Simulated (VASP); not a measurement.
Calculation: PBEsol GGA, VASP's PBE PAW potentials (set 64) (plane waves; VASP).

Gaps are without spin-orbit coupling.

```
Item                                                   Value
---------------------------------------------  -------------
volume per atom                                30.54 Å³/atom
band gap (over mesh and band path)                   5.09 eV
smallest direct gap (over mesh and band path)        5.09 eV
Hill bulk modulus                                   18.7 GPa
Hill shear modulus                                  10.2 GPa
```

Question: Which relaxed crystal gives these values?
A) ZnCdS2, P-4m2 (115)
B) Al2O3, R-3c (167)
C) KCl, Fm-3m (225)
D) BaZrO3, Pm-3m (221)

Answer: C, KCl, Fm-3m (225)
